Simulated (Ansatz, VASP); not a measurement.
## P11H105C35O46 (liquid mixture of trimethyl phosphate and ethylene glycol at 300 K): VASP beside Ansatz

One calculation is typed for both programs; each brings its own data sets. How far apart do they land? The cell is taken from a series of runs on this material, whose earlier steps may have relaxed, scaled, displaced or heated it; both programs get it as it stands.

Calculated with Ansatz 0.2.0; plane waves, with VASP 6.6.1 beside it; single point at PBE with D3(BJ).

## Step 1: Starting point

The cell holds 197 atoms: 35 C, 46 O, 11 P and 105 H. Cell: a = 13.056 Å, b = 13.056 Å, c = 13.056 Å, α = 90.0°, β = 90.0°, γ = 90.0°. As first built, before any earlier steps moved the atoms (in the runner's words): 11 trimethyl phosphate, 1 ethylene glycol placed at random, at 1.2 g/cm^3; overlaps pushed apart, then 10 ps at 450 K with MMFF94 bonds, angles, torsions, charges and radii (Halgren, J. Comput. Chem. 17, 490 (1996)) in harmonic and 12-6 forms. Snapshot after 20 ps at 300 K and fixed volume.

## Step 2: VASP: single point, PBE with D3(BJ)

A single point gives forces, pressure and levels at one fixed geometry, so differences don't come from the geometry; what else differs is listed under the comparison.

Lines of VASP's logs that name or quote its potential files are left out, and so is its time.

File INCAR:

```
SYSTEM = P11H105C35O46
PREC = Accurate
ENCUT = 600
EDIFF = 1E-06
NELM = 120
ISMEAR = -1
SIGMA = 0.025
LREAL = Auto
ALGO = Normal
GGA = PE
IVDW = 12
NBANDS = 425
LORBIT = 11
LWAVE = .FALSE.
LCHARG = .FALSE.
ISIF = 2
LASPH = .TRUE.
GGA_COMPAT = .FALSE.
EFERMI = MIDGAP
```

File POSCAR:

```
P11H105C35O46
1.0
   13.0559100000      0.0000000000      0.0000000000
    0.0000000000     13.0559100000      0.0000000000
    0.0000000000      0.0000000000     13.0559100000
C O P H
35 46 11 105
Direct
    0.4680700000      0.4414100000      0.5601500000
    0.3290300000      0.7499000000      0.5422600000
    0.4571000000      0.6320000000      0.2826600000
    0.0970100000      0.8536000000      0.4572800000
    0.0722800000      0.1808100000      0.4093700000
    0.2767600000      0.0210800000      0.2502100000
    0.7225300000      0.0025400000      0.8447000000
    0.4660000000      0.0241300000      0.6307600000
    0.6200000000      0.2601200000      0.8017700000
    0.8922600000      0.9719200000      0.6157300000
    0.9209200000      0.7890400000      0.8890500000
    0.2007500000      0.9820300000      0.7973000000
    0.8326400000      0.2472400000      0.1577100000
    0.1148500000      0.2048300000      0.0104900000
    0.0025400000      0.4673000000      0.0133400000
    0.1893500000      0.6703300000      0.1699100000
    0.3575800000      0.5932800000      0.9435400000
    0.4168900000      0.8846800000      0.0529500000
    0.1433500000      0.5715200000      0.6817800000
    0.9411600000      0.2972400000      0.6882100000
    0.2877300000      0.3075300000      0.7668900000
    0.9139300000      0.9552000000      0.2436500000
    0.5350600000      0.9347400000      0.3565600000
    0.6523100000      0.0463400000      0.1244000000
    0.3672300000      0.2515500000      0.3614600000
    0.1960100000      0.4004700000      0.2382500000
    0.4243400000      0.2673000000      0.0379400000
    0.9682800000      0.4845800000      0.4495800000
    0.7958100000      0.7097100000      0.4577800000
    0.7322600000      0.4935500000      0.2260900000
[... 161 atom lines left out ...]
    0.6459800000      0.1630800000      0.5541600000
    0.6643100000      0.1996900000      0.3827800000
    0.6356200000      0.3329300000      0.4230200000
    0.7747700000      0.3379700000      0.5315300000
    0.8212700000      0.2917700000      0.4141100000
    0.7929400000      0.1254900000      0.4825500000
```

File KPOINTS:

```
Automatic mesh
0
Gamma
1 1 1
0 0 0
```

PAW data sets: C, O, P and H (PBE family, release 64).

On the command line:

```console
export OMP_NUM_THREADS=3
mpirun -np 1 vasp_gam
```

Numbers of over 12 decimals in the logs are rounded to 6 here.

What it wrote:

```text
[banner, memory and clock lines left out]
running    1 mpi-ranks, on    1 nodes
[...]
Offloading initialized ...    1 GPUs detected
[...]
LDA part: xc-table for (Slater+PW92), standard interpolation
 POSCAR, INCAR and KPOINTS ok, starting setup
[...]
entering main loop
       N       E                     dE             d eps       ncg     rms          rms(c)
DAV:   1     0.501837163505E+04    0.50184E+04   -0.32715E+05   866   0.141E+03
DAV:   2    -0.592907864164E+03   -0.56113E+04   -0.53346E+04  1075   0.317E+02
DAV:   3    -0.117789161938E+04   -0.58498E+03   -0.57997E+03  1060   0.107E+02
DAV:   4    -0.119181531890E+04   -0.13924E+02   -0.13852E+02  1084   0.178E+01
[...]
DAV:  18    -0.108595524668E+04    0.54349E-05   -0.91511E-06  1044   0.744E-03    0.529E-03
DAV:  19    -0.108595524355E+04    0.31345E-05   -0.26396E-06   964   0.537E-03    0.249E-03
DAV:  20    -0.108595524280E+04    0.74968E-06   -0.19892E-06   900   0.376E-03
   1 F= -.10960693E+04 E0= -.10960693E+04  d E =0.000000E+00
```

OUTCAR, selected parts (step 2):

```text
  FREE ENERGIE OF THE ION-ELECTRON SYSTEM (eV)
  ---------------------------------------------------
  free  energy   TOTEN  =     -1096.0692688872 eV

  energy  without entropy=    -1096.0692688872  energy(sigma->0) =    -1096.06926889
```

The run ends at a pressure of 0.60 GPa, with forces up to 5.3 eV/Å.

## Step 3: Ansatz: single point, PBE with D3(BJ)

Ansatz runs on its default PAW (the set named soft_2) files.

The same cell, functional, mesh and smearing now go to Ansatz, which takes its cutoff from its data sets.

File input.yaml:

```yaml
crystal:
  lattice:
    - [13.05591, 0.0, 0.0]
    - [0.0, 13.05591, 0.0]
    - [0.0, 0.0, 13.05591]
  atoms:
    - { symbol: C, position: [0.46807, 0.44141, 0.56015] }
    - { symbol: O, position: [0.43989, 0.49242, 0.47064] }
    - { symbol: P, position: [0.45964, 0.61403, 0.4796] }
    - { symbol: O, position: [0.56779, 0.64883, 0.50205] }
    - { symbol: O, position: [0.36606, 0.65145, 0.55665] }
    - { symbol: C, position: [0.32903, 0.7499, 0.54226] }
    - { symbol: O, position: [0.40863, 0.65986, 0.37588] }
    - { symbol: C, position: [0.4571, 0.632, 0.28266] }
    - { symbol: H, position: [0.54389, 0.4773, 0.5785] }
    - { symbol: H, position: [0.42202, 0.46715, 0.62354] }
    - { symbol: H, position: [0.46584, 0.35872, 0.54105] }
    - { symbol: H, position: [0.27185, 0.74834, 0.48366] }
    - { symbol: H, position: [0.28289, 0.77393, 0.61066] }
    - { symbol: H, position: [0.39312, 0.80508, 0.53068] }
    - { symbol: H, position: [0.46014, 0.54938, 0.28404] }
    - { symbol: H, position: [0.414, 0.65391, 0.21586] }
    - { symbol: H, position: [0.53699, 0.6573, 0.28425] }
    - { symbol: C, position: [0.09701, 0.8536, 0.45728] }
    - { symbol: O, position: [0.07936, 0.96483, 0.45596] }
    - { symbol: P, position: [0.18344, 0.0241, 0.42844] }
    - { symbol: O, position: [0.2751, 0.97686, 0.48127] }
    - { symbol: O, position: [0.15889, 0.13988, 0.45818] }
    - { symbol: C, position: [0.07228, 0.18081, 0.40937] }
    - { symbol: O, position: [0.18364, 0.01551, 0.30546] }
    - { symbol: C, position: [0.27676, 0.02108, 0.25021] }
    - { symbol: H, position: [0.12747, 0.83119, 0.52845] }
    - { symbol: H, position: [0.02623, 0.81004, 0.44669] }
    - { symbol: H, position: [0.15395, 0.8324, 0.39583] }
    - { symbol: H, position: [0.07341, 0.1698, 0.32715] }
    - { symbol: H, position: [0.00494, 0.14529, 0.44567] }
[... 161 atom lines left out ...]
    - { symbol: H, position: [0.64598, 0.16308, 0.55416] }
    - { symbol: H, position: [0.66431, 0.19969, 0.38278] }
    - { symbol: H, position: [0.63562, 0.33293, 0.42302] }
    - { symbol: H, position: [0.77477, 0.33797, 0.53153] }
    - { symbol: H, position: [0.82127, 0.29177, 0.41411] }
    - { symbol: H, position: [0.79294, 0.12549, 0.48255] }
kpoints:
  mp_grid: { grid: [1, 1, 1] }
hamiltonian:
  xc: pbe
  dispersion: d3bj
scf:
  occupations: { method: fermi_dirac, width: 0.025 }
output:
  forces: true
  stress: true
  populations: true
  dos:
    method: { smearing: { sigma: 0.15 } }
    de: 0.1
    projected: { site_lists: { C: [C], H: [H], O: [O], P: [P] } }
  eigenvalues: true
  write_density: true
  write_potential: true
  volumetric_format: npy
  elf: true
```

On the command line:

```console
ansatz run input.yaml --threads 8 --pin off --max-ram 15872MiB --backend cpu --events-out ev --progress --plain --runs-dir out
```

What it wrote:

```text
Engine: ansatz 0.2.0, x86_64-unknown-linux-gnu
Pseudopotentials: kind: paw
Pseudopotential: C, paw, valence charge 4, recommended cutoff 420 eV (normal), C.paw.azcp
Pseudopotential: O, paw, valence charge 6, recommended cutoff 420 eV (normal), O.paw.azcp
Pseudopotential: P, paw, valence charge 5, recommended cutoff 420 eV (normal), P.paw.azcp
Pseudopotential: H, paw, valence charge 1, recommended cutoff 420 eV (normal), H.paw.azcp
Functional definition: PBE
  parameter kappa = 0.804
  parameter beta = 0.066725
  exchange = pbe_x(kappa = kappa, mu = beta*pi^2/3)
  correlation = pbe_c(beta = beta)
Crystal: 197 atoms, lattice volume = 2225.468 Å³
Basis set: ecut = 420 eV, 43507 PW (Γ), exchange–correlation on 180×180×180 points (8 copies of the dense FFT grid, shifted against one another)
Bands: 485, of which v1, the nominal top of the filled ones, is band 288 counted from 1 (287 counted from 0)
Symmetry: 1 space group operations
Space group: P1 (ITA 1), of the structure as read, at distance tolerance 1.3e-4 Å
k-points: 1
Non-local potential: C, projectors of the file, l = 0: 2, l = 1: 2, l = 2: 1
Non-local potential: O, projectors of the file, l = 0: 2, l = 1: 2, l = 2: 1
Non-local potential: P, projectors of the file, l = 0: 2, l = 1: 2, l = 2: 2
Non-local potential: H, projectors of the file, l = 0: 2, l = 1: 1
PAW form: soft (Blöchl's): semilocal exchange-correlation on the pseudo side does not see the compensation charge
PAW one-centre angular grid: C, 110 points (default); XC on 64 Gauss nodes
PAW one-centre angular grid: O, 110 points (default); XC on 64 Gauss nodes
PAW one-centre angular grid: P, 110 points (default); XC on 64 Gauss nodes
PAW one-centre angular grid: H, 110 points (default); XC on 64 Gauss nodes
Initial density: superposition of atomic densities (neutral atoms: chi_scale 0, normalization atom), corrected by the library's trained network
Initial wavefunctions: pseudopotential atomic-orbital guess
Functional: x = pbe(κ = 0.804, μ = 0.219515), c = pbe(β = 0.066725)
SCF iter   1: F=—  HF=-44880.034913 eV  |F-HF|=—  |Δ(HF+E_count)|=         —  Δρ=4.48e-3  dr2=6.68e-1  ethr=1.77e-3  ⟨swp⟩=7.0  Hψ=2358  notcnv=0  defer=165
preconditioner: auto → Resta (q_TF=auto, 2.178 Å⁻¹)  ε∞=2.3  [insulator: Δε(μ)=5.007 eV  Ē_g=16.327 eV  σ=0.025 eV  W_gap=1.00  n_scr=388 (ndim 8)  ℏωp=18.9 eV  f_vac=0.269  D(μ)=0.00/eV (n_scr^D=0)  ε∞_Penn≈2.3]
SCF iter   2: F=—  HF=-44879.880610 eV  |F-HF|=—  |Δ(HF+E_count)|=   1.54e-1  Δρ=2.39e-3  dr2=1.50e-1  ethr=1.16e-4  ⟨swp⟩=3.0  Hψ=818  notcnv=0  defer=190
SCF iter   3: F=—  HF=-44879.868306 eV  |F-HF|=—  |Δ(HF+E_count)|=   1.23e-2  Δρ=1.46e-3  dr2=5.74e-2  ethr=2.60e-5  ⟨swp⟩=4.0  Hψ=568  notcnv=0  defer=190
SCF iter   4: F=—  HF=-44879.858628 eV  |F-HF|=—  |Δ(HF+E_count)|=   9.68e-3  Δρ=5.07e-4  dr2=6.70e-3  ethr=9.97e-6  ⟨swp⟩=4.0  Hψ=580  notcnv=0  defer=190
SCF iter   5: F=—  HF=-44879.857853 eV  |F-HF|=—  |Δ(HF+E_count)|=   7.75e-4  Δρ=2.90e-4  dr2=1.84e-3  ethr=1.16e-6  ⟨swp⟩=2.0  Hψ=817  notcnv=0  defer=191
SCF iter   6: F=—  HF=-44879.857498 eV  |F-HF|=—  |Δ(HF+E_count)|=   3.55e-4  Δρ=7.76e-5  dr2=1.18e-4  ethr=3.19e-7  ⟨swp⟩=2.0  Hψ=575  notcnv=0  defer=191
SCF iter   7: F=—  HF=-44879.857515 eV  |F-HF|=—  |Δ(HF+E_count)|=   1.69e-5  Δρ=3.74e-5  dr2=2.81e-5  ethr=2.06e-8  ⟨swp⟩=3.0  Hψ=622  notcnv=0  defer=191
SCF iter   8: F=—  HF=-44879.858162 eV  |F-HF|=—  |Δ(HF+E_count)|=   6.47e-4  Δρ=1.51e-5  dr2=4.67e-6  ethr=4.88e-9  ⟨swp⟩=3.0  Hψ=664  notcnv=0  defer=191
SCF iter   9: F=—  HF=-44879.858162 eV  |F-HF|=—  |Δ(HF+E_count)|=   3.16e-7  Δρ=4.99e-6  dr2=5.08e-7  ethr=8.11e-10  ⟨swp⟩=3.0  Hψ=656  notcnv=0  defer=191
SCF iter  10: F=—  HF=-44879.858162 eV  |F-HF|=—  |Δ(HF+E_count)|=   1.39e-7  Δρ=2.61e-6  dr2=1.36e-7  ethr=1.74e-11  ⟨swp⟩=25.0  Hψ=4926  notcnv=0
SCF iter  11: F=-44879.858162 eV  HF=-44879.858162 eV  |F-HF|=3.51e-9  |Δ(HF+E_count)|=   6.69e-9  Δρ=8.48e-7  dr2=1.54e-8  ethr=1.74e-11  ⟨swp⟩=9.0  Hψ=2499  notcnv=0
SCF 1 converged in 11 iterations: F = -44879.858162 eV  dr2 = 1.54e-8
  greatest PAW one-centre occupation: 0.876 electrons in one spin orbital (limit 2), on the O atom at site 37 (counted from 0), in its partial waves of l = 0
[...]
--- Löwdin populations: 197 sites ---
  site symbol       q [e]
     0      C      4.2221
     1      O      6.5067
     2      P      2.9243
     3      O      6.7842
     4      O      6.5247
     5      C      4.2059
     6      O      6.5263
     7      C      4.2371
     8      H      0.8163
     9      H      0.8022
    10      H      0.7869
    11      H      0.8059
    12      H      0.8009
    13      H      0.8259
    14      H      0.7983
    15      H      0.7877
    16      H      0.8111
    17      C      4.2311
    18      O      6.5410
    19      P      2.8840
    20      O      6.8073
    21      O      6.4935
    22      C      4.2285
    23      O      6.5403
[...]
189      C      4.0840
   190      O      6.5346
   191      H      0.6024
   192      H      0.8424
   193      H      0.7954
   194      H      0.8023
   195      H      0.8161
   196      H      0.6198
  spilling = 0.017014 (of n_electrons = 576.000000)
```

## Step 4: Comparison

Known differences besides the potentials themselves: the cutoff is 420 eV in Ansatz and 600 eV in VASP (PREC = Accurate, projectors in real space). Total energies have different zeros and are not compared.

The two programs side by side:

```
              quantity  Ansatz   VASP  difference
        pressure (GPa)    0.72   0.60       +0.11
gap on the k mesh (eV)   4.503  4.467      +0.036
```

Forces on 7 of the 197 atoms, those with the largest forces and the largest differences (eV/Å; atoms numbered as in POSCAR):

```
atom          Ansatz x, y, z            VASP x, y, z
  C8   -1.818, 2.604, -2.060   -1.936, 2.626, -2.220
 C29     1.151, 2.978, 2.013     1.010, 3.018, 2.127
 O46    2.515, -0.006, 4.382     2.632, 0.001, 4.567
 O64   -3.427, -0.809, 1.227   -3.597, -0.812, 1.251
 O66   3.727, -0.186, -1.129   3.884, -0.180, -1.194
 O74   2.092, -0.954, -4.007   2.196, -1.056, -4.150
H177  -3.350, -0.626, -1.646  -3.345, -0.623, -1.641
```

The forces differ by 57 meV/Å r.m.s., which is 5.3 % of the r.m.s. force of 1.065 eV/Å (both taken over all components). A gap on the mesh is an upper bound, since the band edges may lie between its points.

## Step 5: Results

| Quantity | Value |
| --- | --- |
| r.m.s. force difference (single point, PBE with D3(BJ)) | 5.3 % of the r.m.s. force |

The r.m.s. force difference is 5.3 % of the r.m.s. force (single point, PBE with D3(BJ)), beyond the 3 % picked in this series as the mark of a large difference. What causes the difference of the single point, PBE with D3(BJ) pair stays open here. Such differences can come from data sets, numerical settings and the points named under the comparisons, not from the functional's error against experiment.

[Lines on the potential files, build, host, timing and source positions are cut from VASP's logs without a mark.]

[Logs are printed without paths, hosts, clocks, repeated set-up lines and the standing remarks that a program may print on its own settings, such as how far it seeks lower states.]

[Hosts, paths, dates, database ids (printed as entryN), source tags and the programs' standing remarks are cut or masked in the printed files.]

[The MMFF94 radii named for the starting cell were scaled by 0.96; in molecules described by MMFF94, hydrogen bound to N, O or S took a small fixed 12-6 site in their place.]
